**Notebook page: five functionals in one MoS₂ cell**

A layer of MoS₂ is a sheet of molybdenum between two sheets of sulfur, and the layers stack with an empty gap between them. Here every functional is given the same atoms in the same places. A positive stress means that the cell pushes outward and would expand, a negative one that it would shrink. The xx and yy stresses act within the layer, zz along the stacking direction, and the pressure is their mean.

VASP 6.6.1, plane-wave Kohn–Sham DFT with PAW potentials for bulk MoS₂ (P6₃/mmc, a = 3.161 Å, c = 12.295 Å), without spin polarisation or an added dispersion correction. Every row uses the same fixed geometry, a 520 eV cutoff, an 8×8×2 k mesh and Fermi–Dirac smearing of 0.05 eV. Stress and pressure are positive in compression.

```tsv
functional	potentials	pressure (GPa)	stress xx (GPa)	stress zz (GPa)
LDA	VASP PAW LDA potentials, recommended	-4.840	-4.880	-4.760
PBEsol	VASP PAW PBE potentials, recommended	-2.220	-2.430	-1.820
SCAN	VASP PAW PBE potentials, recommended	0.530	0.920	-0.250
optB86b-vdW	VASP PAW PBE potentials, recommended	0.970	0.860	1.190
vdW-DF2	VASP PAW PBE potentials, recommended	13.420	14.270	11.720
```

**1. Which functional wants the smallest cell, which the largest, and why?**

LDA pulls inward most strongly, at −4.84 GPa, and vdW-DF2 pushes outward most strongly, at 13.42 GPa. LDA is known to bind atoms too tightly. Gradient corrections favour uneven densities and so loosen the bonds; PBEsol applies them gently and stays on the contracting side. The exchange part of vdW-DF2 is strongly repulsive at bonding distances, which is the usual reason for its overlong lattices.

**2. How large is the mismatch as a length?**

Dividing the in-plane stress by a rough recalled stiffness of 300 GPa gives the strain that would relieve it. For vdW-DF2 this is $14.27/300$, or about 5% in the layer's edge; for LDA it is a shrinkage of about 1.6%. These are estimates of scale, because the sulfur atoms and the cell height would also adjust.

**3. SCAN has the pressure closest to zero. Does this cell suit it best?**

The pressure alone can't show that. SCAN would widen the layer, with an xx stress of 0.92 GPa, while its zz stress is −0.25 GPa and asks for a lower cell. The mean partly cancels the two. In a cubic crystal the three stresses are equal by symmetry, so this particular cancellation could not occur; in a layered one the components have to be read separately.

**4. Does the small zz stress at least show that SCAN likes the layer spacing?**

It doesn't, because stretching the cell along z does two things: it opens the gaps and thickens the layers. The second part can be found from the force on the sulfur atoms, which have not been relaxed. Let $F$ be the outward force on each of the four sulfur atoms, $h$ their height above the molybdenum plane and $V$ the cell volume. A small stretch by a fraction $\varepsilon$ lifts each sulfur by $h\varepsilon$, so these forces do the work $4Fh\varepsilon$. What remains of the total work, $\sigma_{zz}V\varepsilon$, belongs to the gap:

$$\sigma_\text{gap}=\sigma_{zz}-\frac{4Fh}{V}.$$

For SCAN the calculated force has a size of 0.241 eV/Å. Taken as inward it is $F=-0.241$ eV/Å, with $h=1.565$ Å and $V=6\times17.73=106.4$ Å³. With 1 eV/Å³ = 160.2 GPa,

$$\sigma_\text{gap}=-0.25+\frac{4\times0.241\times1.565}{106.4}\times160.2\approx 2.0\ \text{GPa}.$$

SCAN would thus open the gap and thin the layer, and the two wishes nearly cancel in zz. The inward direction of the force is inferred: the reverse choice, applied to all rows, would have vdW-DF2 raise the cell by some 40%, taking a rough stiffness of 50 GPa along z.

**5. Does a van der Waals functional settle the gap?**

Only if its attraction is matched by a suitable repulsion. The split made above for SCAN is worked out for every functional in the output at the end of this page, and the gap stresses here are read from it. Both optB86b-vdW and vdW-DF2 contain nonlocal van der Waals correlation, yet the first leaves the smallest gap stress of the five, about 0.3 GPa, and the second the largest, about 3.4 GPa. Their nonlocal parts are not identical, but theory puts the difference mainly in the exchange part, which is less repulsive in optB86b-vdW. LDA would even narrow the gap although it lacks this long-range attraction, a known result of its overbinding.

**6. Could one wrong Mo–S bond length explain each row?**

If forces acted only along these bonds, the vertical force on sulfur would fix the in-plane stress through the bond angle. The last table of the output at the end of the page tests this picture, corrected for the push or pull of the neighbouring layer. The picture gives the right sign in four rows but only about half the stress of vdW-DF2. For SCAN it predicts contraction where the calculation gives expansion. SCAN wants a flatter, broader layer, a change of shape that one wrong bond length can't describe, so forces other than those along the bonds must matter.

**7. What would change if selenium replaced sulfur?**

Selenium is larger, so in this same cell every functional's stress should shift towards expansion. In the measured cell of MoSe₂ the broad order, from LDA contracting to vdW-DF2 expanding, should return, since it comes from the functionals' general habits.

**8. Which digits can be trusted?**

The span of 18 GPa from LDA to vdW-DF2 is far beyond any doubt about the settings. Tenths of a GPa can move with the plane-wave cutoff, the k mesh and the use of PBE potentials for every functional but LDA, so the 0.06 GPa between the in-plane stresses of SCAN and optB86b-vdW deserves no explanation. Their order in pressure, 0.44 GPa apart, is best held as provisional. The same caution covers the sign of SCAN's small zz stress and the order of the smallest gap stresses. The output below gives the gap split used in section 5 and the bond test used in section 6, for every row.

The analysis program printed:

```
Height of S above the Mo plane in A: 1.565
Empty gap between facing S planes in A: 3.018
Pressure span from LDA to vdW-DF2 in GPa: 18.26
Pressure of optB86b-vdW less SCAN in GPa: 0.44
In-plane stress of SCAN less optB86b-vdW in GPa: 0.06
Rough change of cell height for LDA if the S force had the opposite direction in percent: -17.37
Rough change of cell height for vdW-DF2 if the S force had the opposite direction in percent: 40.12
Stress and rough in-plane strain:
          row  mean stress GPa  xx less zz GPa  rough in-plane strain percent
          LDA            -4.84           -0.12                         -1.627
       PBEsol           -2.227           -0.61                          -0.81
         SCAN             0.53            1.17                         0.3067
  optB86b-vdW             0.97           -0.33                         0.2867
      vdW-DF2            13.42            2.55                          4.757
Split of the zz stress in GPa:
          row  zz total  S height part  rigid-layer gap part  gap part if S force reversed
          LDA     -4.76         -3.925               -0.8349                        -8.685
       PBEsol     -1.82         -2.478                 0.658                        -4.298
         SCAN     -0.25         -2.273                 2.023                        -2.523
  optB86b-vdW      1.19         0.8945                0.2955                         2.084
      vdW-DF2     11.72          8.342                 3.378                         20.06
Test of the bond-only picture in GPa:
          row  xx from Mo-S bonds only  xx computed     miss
          LDA                   -2.959        -4.88    1.921
       PBEsol                   -1.458        -2.43   0.9725
         SCAN                  -0.8454         0.92   -1.765
  optB86b-vdW                   0.7107         0.86  -0.1493
      vdW-DF2                    6.843        14.27   -7.427
```
